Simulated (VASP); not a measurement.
These are PBE GGA, VASP's PBE PAW potentials (set 64) (plane waves; VASP 6.6.1) values and carry that method's errors.

VASP input:

KPOINTS:
```
Automatic mesh
0
Monkhorst-Pack
7 7 6
0 0 0
```

POSCAR:
```
SnO
1
    3.8000000000     0.0000000000     0.0000000000
    0.0000000000     3.8000000000     0.0000000000
    0.0000000000     0.0000000000     4.8400000000
Sn O
2 2
Direct
  0.5000000000   0.0000000000   0.7620000000
  0.0000000000   0.5000000000   0.2380000000
  0.5000000000   0.5000000000   0.0000000000
  0.0000000000   0.0000000000   0.0000000000
```

INCAR:
```
ALGO = Normal
EDIFF = 1E-6
ENCUT = 520
GGA = PE
ISIF = 2
ISMEAR = 0
LASPH = T
LCHARG = F
LMAXMIX = 4
LREAL = F
LWAVE = F
NELM = 100
PREC = Accurate
SIGMA = 0.05
SYSTEM = SnO
```

POTCAR, in this order: Sn_d O (PBE.64 set). Program: vasp_std.

What VASP printed:

### OUTCAR
```
 ion  position               nearest neighbor table
   1  0.500  0.000  0.762-   3 2.22   4 2.22   3 2.22   4 2.22   2 3.54   2 3.54   2 3.54   2 3.54
                             2 3.69   2 3.69   2 3.69   2 3.69
   2  0.000  0.500  0.238-   3 2.22   4 2.22   4 2.22   3 2.22   1 3.54   1 3.54   1 3.54   1 3.54
                             1 3.69   1 3.69   1 3.69   1 3.69
   3  0.500  0.500  0.000-   1 2.22   2 2.22   1 2.22   2 2.22
   4  0.000  0.000  0.000-   1 2.22   2 2.22   2 2.22   1 2.22
  LATTYP: Found a simple tetragonal cell.
 ALAT       =     3.8000000000
 C/A-ratio  =     1.2736842105
 Subroutine PRICEL returns:
 Original cell was already a primitive cell.
 Subroutine GETGRP returns: Found 16 space group operations
The static configuration has the point symmetry D_2d.
 The point group associated with its full space group is D_4h.
The dynamic configuration has the point symmetry D_2d.
 Subroutine INISYM returns: Found 16 space group operations
 Subroutine IBZKPT returns following result:
 Found     30 irreducible k-points:

 Following reciprocal coordinates:
            Coordinates               Weight
  0.000000  0.000000  0.083333      2.000000
  0.142857  0.000000  0.083333      8.000000
  0.285714  0.000000  0.083333      8.000000
...
```

File OSZICAR:
```
       N       E                     dE             d eps       ncg     rms          rms(c)
DAV:   1     0.397741011923E+03    0.39774E+03   -0.20718E+04  1472   0.256E+03
DAV:   2     0.280646240303E+02   -0.36968E+03   -0.36345E+03  1560   0.581E+02
DAV:   3    -0.242556333241E+02   -0.52320E+02   -0.51576E+02  1720   0.192E+02
DAV:   4    -0.263028251465E+02   -0.20472E+01   -0.20449E+01  1664   0.424E+01
DAV:   5    -0.263585393950E+02   -0.55714E-01   -0.55700E-01  1848   0.708E+00    0.117E+01
DAV:   6    -0.226702578404E+02    0.36883E+01   -0.24549E+01  2456   0.519E+01    0.466E+00
DAV:   7    -0.226836994820E+02   -0.13442E-01   -0.22314E+00  1656   0.976E+00    0.257E+00
DAV:   8    -0.226888897419E+02   -0.51903E-02   -0.59443E-01  2200   0.587E+00    0.107E+00
DAV:   9    -0.226651105496E+02    0.23779E-01   -0.18915E-01  2216   0.432E+00    0.256E-01
DAV:  10    -0.226673530183E+02   -0.22425E-02   -0.20270E-02  2032   0.128E+00    0.200E-01
DAV:  11    -0.226664520425E+02    0.90098E-03   -0.65883E-03  2280   0.801E-01    0.304E-02
DAV:  12    -0.226665412443E+02   -0.89202E-04   -0.76528E-04  1544   0.174E-01    0.501E-02
DAV:  13    -0.226665167753E+02    0.24469E-04   -0.16539E-04  2264   0.148E-01    0.601E-03
DAV:  14    -0.226665174839E+02   -0.70861E-06   -0.13723E-05  1592   0.294E-02    0.543E-03
DAV:  15    -0.226665177629E+02   -0.27900E-06   -0.13729E-06  1280   0.114E-02
   1 F= -.22666518E+02 E0= -.22666518E+02  d E =-.179881E-10
```

### OUTCAR
```
------------------------ aborting loop because EDIFF is reached ----------------------------------------
  FORCE on cell =-STRESS in cart. coord.  units (eV):
  Direction    XX          YY          ZZ          XY          YZ          ZX
  --------------------------------------------------------------------------------------
  Total        2.2215293      2.2215293      1.6645430      0.0000000     -0.0000000      0.0000000
  in kB       50.9272311     50.9272311     38.1586544      0.0000000     -0.0000000      0.0000000
  external PRESSURE =      46.6710389 kB  Pullay stress =       0.0000000 kB
  volume of cell :       69.89
      direct lattice vectors                 reciprocal lattice vectors
     3.800000000  0.000000000  0.000000000     0.263157895  0.000000000  0.000000000
     0.000000000  3.800000000  0.000000000     0.000000000  0.263157895  0.000000000
     0.000000000  0.000000000  4.840000000     0.000000000  0.000000000  0.206611570
 POSITION                                       TOTAL-FORCE (eV/Angst)
 -----------------------------------------------------------------------------------
      1.90000      0.00000      3.68808        -0.000000      0.000000     -0.472550
      0.00000      1.90000      1.15192         0.000000      0.000000      0.472550
      1.90000      1.90000      0.00000         0.000000      0.000000      0.000000
      0.00000      0.00000      0.00000         0.000000      0.000000      0.000000
 -----------------------------------------------------------------------------------
    total drift:                                0.000000      0.000000      0.000000
  FREE ENERGIE OF THE ION-ELECTRON SYSTEM (eV)
  ---------------------------------------------------
  free  energy   TOTEN  =       -22.6665177629 eV

  energy  without entropy=      -22.6665177629  energy(sigma->0) =      -22.66651776
```
(Selected blocks of OUTCAR.)

The compound is SnO in the litharge structure. The cell was not relaxed at this level. The run is one of a series of settings (KPOINTS 7×7×6 Monkhorst-Pack mesh against the base run), some of them coarse on purpose.
